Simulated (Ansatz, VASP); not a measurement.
Given: the input of a run of VASP 6.6.1 on CaCoAu3.

The input INCAR:

```
SYSTEM = CaCoAu3
ALGO     = Normal         ! electronic algorithm
EDIFF    = 1E-7           ! SCF threshold, eV
EDIFFG   = -0.02          ! ionic threshold
ENCUT    = 600            ! plane-wave cutoff, eV
GGA      = PE             ! functional
IBRION   = 2              ! ionic algorithm
ISIF     = 3              ! what is computed and relaxed
ISMEAR   = -1             ! smearing method
ISPIN    = 2              ! spin polarisation
LASPH    = .TRUE.         ! aspherical terms in the spheres
LCHARG   = .FALSE.        ! write CHGCAR
LMAXMIX  = 4              ! l up to which the mixer works
LORBIT   = 11             ! projections on sites
LREAL    = .FALSE.        ! projectors in reciprocal space
LWAVE    = .FALSE.        ! write WAVECAR
MAGMOM   = 0 2 0 0 0      ! initial moments
NELM     = 150            ! most SCF steps
NSW      = 60             ! ionic steps
PREC     = Accurate       ! precision mode
SIGMA    = 0.05           ! smearing width, eV
```

The input KPOINTS:

```
k-points
0
G
  5 5 5
  0 0 0
```

File POSCAR:

```
CaCoAu3
1.0
    4.8510400000      0.0000000000      0.0000000000
    0.0000000000      4.8510400000      0.0000000000
    0.0000000000      0.0000000000      4.8510400000
Ca Co Au
1 1 3
Direct
    0.0000000000      0.0000000000      0.0000000000
    0.5000000000      0.5000000000      0.5000000000
    0.0000000000      0.5000000000      0.5000000000
    0.5000000000      0.0000000000      0.5000000000
    0.5000000000      0.5000000000      0.0000000000
```

Potentials or basis: VASP PAW PBE potentials, release 64 (Ca_sv, Co, Au).

The run is started by

```bash
$ cat potpaw_PBE.64/Ca_sv/POTCAR potpaw_PBE.64/Co/POTCAR potpaw_PBE.64/Au/POTCAR > POTCAR
$ mpirun -np 1 vasp_std > vasp.out
```

Task: Translate it to Ansatz 0.2.0. Potentials there: Ansatz PAW.

Result: As run (the cutoff follows the program's own potentials):

File input.yaml:

```yaml
crystal:
  lattice:
    - [4.85104, 0.0, 0.0]
    - [0.0, 4.85104, 0.0]
    - [0.0, 0.0, 4.85104]
  atoms:
    - { symbol: Ca, position: [0.0, 0.0, 0.0] }
    - { symbol: Co, position: [0.5, 0.5, 0.5], spin: 2.0 }
    - { symbol: Au, position: [0.0, 0.5, 0.5] }
    - { symbol: Au, position: [0.5, 0.0, 0.5] }
    - { symbol: Au, position: [0.5, 0.5, 0.0] }
hamiltonian:
  xc: pbe
  pseudopotentials: { kind: paw }
magnetization:
  spin_polarized: true
kpoints:
  mp_grid: { grid: [5, 5, 5] }
scf:
  occupations: { method: fermi_dirac, width: 0.05 }
output:
  forces: true
  stress: true
  eigenvalues: true
relax:
  f_tol: 0.01
  max_steps: 40
  cell: { stress_tol: 0.05 }
```

Potentials or basis: Ansatz PAW.

Run with:

```sh
$ ansatz run input.yaml --threads 2 --pin off --max-ram 5632MiB --backend cpu --events-out ev --progress --plain --runs-dir out
```

Both were run:

|  | VASP | Ansatz | Ansatz less VASP |
| --- | --- | --- | --- |
| gap on the k mesh at the Fermi level, each at its own relaxed structure (eV) | none | none | - |
| net moment per atom (μB) | 0.34 | 0.35 | +0.013 |
| size of the moment on the site where the two differ most (μB) | 1.66 | 1.70 | +0.037 |
| relaxed volume (Å³/atom) | 22.83 | 22.87 | +0.036 |
| relaxed cell length with the largest relative difference (Å) | 4.851 | 4.854 | +0.0025 |

Site moments also hang on the region over which each program counts them. A gap of «none» marks a metal or a gap that the smearing closes. The two sets of potentials don't hold the same shells in valence.

Caveats: the relaxation stopped at its first step, so nothing moved (VASP); the plane-wave basis is chosen anew once the cell has moved, so the energies of steps on either side of that aren't comparable (Ansatz). The runs have no spin-orbit coupling, so splittings on Au are missing.
